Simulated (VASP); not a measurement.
OSZICAR of a VASP run on BN:

**OSZICAR**
```
       N       E                     dE             d eps       ncg     rms          rms(c)
DAV:   1    -0.365601850770E+02   -0.36560E+02   -0.99262E-05   504   0.125E-01    0.133E-03
DAV:   2    -0.365601848389E+02    0.23809E-06   -0.52749E-07   416   0.676E-03    0.820E-04
DAV:   3    -0.365601847378E+02    0.10114E-06   -0.22282E-07   380   0.421E-03    0.494E-04
DAV:   4    -0.365601847007E+02    0.37067E-07   -0.28802E-08   388   0.145E-03
   1 F= -.36560185E+02 E0= -.36560185E+02  d E =-.318087E-14
```

**Question.** Which electronic solver shows in the log?

**Answer.** It is blocked Davidson (ALGO = Normal, or the opening steps of other solvers). The INCAR had ALGO = Normal.

**Question.** Can the final energy be trusted as converged?

**Answer.** The run converged. It stopped with EDIFF = 1E-6, NELM = 100 (PBEsol GGA, plane waves, VASP's PBE PAW potentials (set 64)).

The cell is a sheet with vacuum, built from BN (hex).
